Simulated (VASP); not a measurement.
Output of a VASP run:

File OSZICAR:
```
...
DAV:  11    -0.903198690239E+01   -0.63090E-06   -0.17667E-06  1791   0.151E-02
   1 F= -.96313470E+01 E0= -.96323339E+01  d E =-.963135E+01
       N       E                     dE             d eps       ncg     rms          rms(c)
DAV:   1    -0.915433758012E+01   -0.12235E+00   -0.29947E+00  2344   0.175E+01    0.244E+00
DAV:   2    -0.905825639701E+01    0.96081E-01   -0.26594E-01  2358   0.665E+00    0.107E+00
DAV:   3    -0.900963152309E+01    0.48625E-01   -0.98699E-02  2531   0.393E+00    0.397E-01
DAV:   4    -0.900879455696E+01    0.83697E-03   -0.79797E-03  2545   0.112E+00    0.300E-01
DAV:   5    -0.900884391584E+01   -0.49359E-04   -0.87139E-04  2452   0.327E-01    0.295E-02
DAV:   6    -0.900882039752E+01    0.23518E-04   -0.79709E-05  2892   0.124E-01    0.198E-02
DAV:   7    -0.900881204267E+01    0.83549E-05   -0.95308E-06  2663   0.330E-02    0.322E-03
DAV:   8    -0.900881176380E+01    0.27887E-06   -0.39112E-07  1147   0.113E-02
   2 F= -.96474935E+01 E0= -.96484605E+01  d E =-.161464E-01
       N       E                     dE             d eps       ncg     rms          rms(c)
DAV:   1    -0.901609139014E+01   -0.72793E-02   -0.42874E-02  2329   0.203E+00    0.304E-01
DAV:   2    -0.901474171127E+01    0.13497E-02   -0.40478E-03  2455   0.873E-01    0.128E-01
DAV:   3    -0.901404604717E+01    0.69566E-03   -0.12735E-03  2536   0.452E-01    0.445E-02
DAV:   4    -0.901402128438E+01    0.24763E-04   -0.13818E-04  2614   0.149E-01    0.329E-02
DAV:   5    -0.901401799278E+01    0.32916E-05   -0.12027E-05  2414   0.378E-02    0.373E-03
DAV:   6    -0.901401768376E+01    0.30902E-06   -0.63255E-07  1097   0.152E-02
   3 F= -.96478396E+01 E0= -.96488471E+01  d E =-.164925E-01
       N       E                     dE             d eps       ncg     rms          rms(c)
DAV:   1    -0.901477237035E+01   -0.75438E-03   -0.88579E-04  2318   0.296E-01    0.453E-02
DAV:   2    -0.901474373110E+01    0.28639E-04   -0.86366E-05  2518   0.128E-01    0.190E-02
DAV:   3    -0.901472908129E+01    0.14650E-04   -0.26967E-05  2541   0.656E-02    0.644E-03
DAV:   4    -0.901472826260E+01    0.81869E-06   -0.23228E-06  1344   0.222E-02
   4 F= -.96478372E+01 E0= -.96488498E+01  d E =-.164902E-01
       N       E                     dE             d eps       ncg     rms          rms(c)
DAV:   1    -0.901835699659E+01   -0.36279E-02   -0.99770E-02  2443   0.288E+00    0.219E-01
DAV:   2    -0.901705620620E+01    0.13008E-02   -0.24465E-03  2618   0.562E-01    0.131E-01
DAV:   3    -0.901642869994E+01    0.62751E-03   -0.75743E-04  2929   0.280E-01    0.640E-02
DAV:   4    -0.901641946540E+01    0.92345E-05   -0.12541E-04  2723   0.967E-02    0.321E-02
DAV:   5    -0.901641934131E+01    0.12409E-06   -0.68720E-06  2101   0.277E-02
   5 F= -.96488127E+01 E0= -.96501090E+01  d E =-.975476E-03
       N       E                     dE             d eps       ncg     rms          rms(c)
DAV:   1    -0.901964084898E+01   -0.32214E-02   -0.11648E-01  2433   0.311E+00    0.247E-01
DAV:   2    -0.901813431475E+01    0.15065E-02   -0.28347E-03  2612   0.608E-01    0.134E-01
DAV:   3    -0.901740096798E+01    0.73335E-03   -0.90545E-04  2932   0.306E-01    0.599E-02
DAV:   4    -0.901739147976E+01    0.94882E-05   -0.14609E-04  2691   0.104E-01    0.316E-02
DAV:   5    -0.901739141398E+01    0.65778E-07   -0.83374E-06  2275   0.310E-02
   6 F= -.96490813E+01 E0= -.96506436E+01  d E =-.124410E-02
```

OUTCAR:
```
------------------------ aborting loop because EDIFF is reached ----------------------------------------
 Edisp (eV)   -0.63169
  FORCE on cell =-STRESS in cart. coord.  units (eV):
  Direction    XX          YY          ZZ          XY          YZ          ZX
  --------------------------------------------------------------------------------------
  Total      -0.01613    -0.01613     0.01766     0.00000     0.00000    -0.00000
  in kB      -0.43102    -0.43102     0.47180     0.00000     0.00000    -0.00000
  external pressure =       -0.13 kB  Pullay stress =        0.00 kB
  volume of cell :       59.96
      direct lattice vectors                 reciprocal lattice vectors
     1.780916068 -3.084637168  0.000000000     0.280754388 -0.162093618 -0.000000000
     1.780916068  3.084637168  0.000000000     0.280754388  0.162093618  0.000000000
     0.000000000 -0.000000000  5.457363081    -0.000000000  0.000000000  0.183238679
 POSITION                                       TOTAL-FORCE (eV/Angst)
 -----------------------------------------------------------------------------------
      1.78092      1.02821      1.36434        -0.000000      0.000000      0.000000
      1.78092     -1.02821      4.09302         0.000000     -0.000000      0.000000
 -----------------------------------------------------------------------------------
    total drift:                               -0.000002      0.000088     -0.000011
  FREE ENERGIE OF THE ION-ELECTRON SYSTEM (eV)
  ---------------------------------------------------
  free  energy   TOTEN  =        -9.6490812991 eV

  energy  without entropy=       -9.6537683391  energy(sigma->0) =       -9.65064365

 reached required accuracy - stopping structural energy minimisation
```
(Selected blocks of OUTCAR.)

File POSCAR:
```
Ho
1
    1.7900000000    -3.1003710000     0.0000000000
    1.7900000000     3.1003710000     0.0000000000
    0.0000000000     0.0000000000     5.6200000000
Ho
2
Direct
  0.3333330000   0.6666670000   0.2500000000
  0.6666670000   0.3333330000   0.7500000000
```

Q: Reconstruct the remaining input files.

A: This is not unique; one that fits is the input of the run itself, PBE GGA with D3 dispersion (zero damping), plane waves, VASP's PBE PAW potentials (set 64).

### KPOINTS
```
Regular mesh
0
G
  11 11 6
```

**INCAR**
```
! general
SYSTEM =Ho
PREC   =Accurate
ENCUT  =520
LREAL  =F   ! projection in real space or not
LASPH  =T   ! aspherical one-centre terms

! electronic loop
EDIFF  =1E-6   ! SCF stop (eV)
NELM   =100   ! most electronic steps
ALGO   =Normal   ! blocked Davidson
LMAXMIX=6

! smearing
ISMEAR =1
SIGMA  =0.1   ! width (eV)

! functional
GGA    =PE
IVDW   =11   ! D3, zero damping

! ions
IBRION =2
NSW    =60
ISIF   =3   ! ions, shape and volume
EDIFFG =-0.01

! output
LWAVE  =F
LCHARG =F
```

POTCAR, in this order: Ho_3 (PBE.64 set). Program: vasp_std.

The 4f electrons are frozen in the core of the lanthanide potential, so 4f levels, which can set the real gap, and their magnetism are missing. Energy and stress use the plane-wave basis of the starting cell.

The compound is Ho in the hcp structure. This run relaxes it. Symmetry was kept, so distortions that lower it aren't found.
